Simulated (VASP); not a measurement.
Input:

```xyz
2
Lattice="2.7981 0.0000 0.0000 0.0000 2.7981 0.0000 0.0000 0.0000 2.7981" Properties=species:S:1:pos:R:3 pbc="T T T"
Fe     0.0000     0.0000     0.0000
Co     1.3990     1.3990     1.3990
```
Starting moments (μB, in the order of the record's atoms Fe Co): 2.7 1.8.

These are PBEsol GGA, VASP's PBE PAW potentials (set 64) (plane waves; VASP 6.6.1) values and carry that method's errors. Numerical set-up: 400 eV cut-off, Gaussian smearing of 0.050 eV, potentials Fe Co.

Problem. What does the run give for the cell moment, band gap (along the path) with the smallest direct gap where there is one?

Solution. 
| Quantity | Value |
|---|---|
| band gap (along the path) | none (metal, semimetal or under 0.01 eV) |
| cell moment | 4.42 μB |

The structure was generated: FeCo was put into the CsCl type (Pm-3m), which need not be its known phase. It was relaxed first, which changed the volume by +7 %.
